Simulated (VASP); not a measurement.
Given:

```xyz
4
Lattice="1.6752 -5.1278 0.0000 1.6752 5.1278 0.0000 0.0000 0.0000 4.2091" Properties=species:S:1:pos:R:3 pbc="T T T"
P      1.6752     4.0352     3.9046
P      1.6752     1.0926     1.8000
P      1.6752    -1.0926     2.4091
P      1.6752    -4.0352     0.3045
```

The numbers are results of PBE GGA with D3 dispersion (Becke-Johnson damping), VASP's PBE PAW potentials (set 64) (plane waves; VASP), not measurements. Settings: 520 eV cut-off, 10×10×7 Γ-centred mesh, first-order Methfessel-Paxton smearing of 0.10 eV, potentials P.

Problem. The ions and cell shape at fixed volume are relaxed. Predict the relaxed structure.

Solution. 
```xyz
4
Lattice="1.6579 -5.1538 0.0000 1.6579 5.1538 0.0000 0.0000 0.0000 4.2316" Properties=species:S:1:pos:R:3 pbc="T T T"
P      1.6579     4.0745     3.9149
P      1.6579     1.0793     1.7991
P      1.6579    -1.0793     2.4325
P      1.6579    -4.0745     0.3167
```
Space group Cmce (64), at a tolerance of 0.03 Å.

Problem. How much energy does the relaxation gain?

Solution. The energy (σ→0) changes by -3.1 meV/atom, in 7 ionic steps.

The compound is P in the black structure. This cell is one point of a volume scan, at 1.03 of the reference volume. Symmetry was kept, so distortions that lower it aren't found.
